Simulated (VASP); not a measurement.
Consider the following.

```
CELL_PARAMETERS angstrom
      1.95190    -3.38079     0.00000
      1.95190     3.38079     0.00000
      0.00000     0.00000     6.04143
ATOMIC_POSITIONS crystal
  La 0.33333 0.66667 0.24547
  La 0.66667 0.33333 0.75453
  O  0.00000 0.00000 0.00000
  O  0.33333 0.66667 0.64572
  O  0.66667 0.33333 0.35428
```

All values below come from PBEsol GGA, VASP's PBE PAW potentials (set 64) (plane waves; VASP). Settings: 520 eV cut-off, 7×7×4 Γ-centred mesh, Gaussian smearing of 0.010 eV, potentials La O.

Tensors are in the Cartesian frame of the cell as typed.

### Question
Give the electronic dielectric tensor ε∞ (DFPT, local fields included).

### Answer

```
4.89  0.00  0.00
0.00  4.89  0.00
0.00  0.00  4.83
```

### Question
Give the Born effective charges.

### Answer

| atom | Z*xx | Z*yy | Z*zz | mean |
|---|---|---|---|---|
| La1 | 4.22 | 4.22 | 3.85 | 4.10 |
| La2 | 4.22 | 4.22 | 3.85 | 4.10 |
| O3 | -2.73 | -2.73 | -2.58 | -2.68 |
| O4 | -2.86 | -2.86 | -2.56 | -2.76 |
| O5 | -2.86 | -2.86 | -2.56 | -2.76 |

The compound is La2O3 in the a-type structure. It was relaxed first.
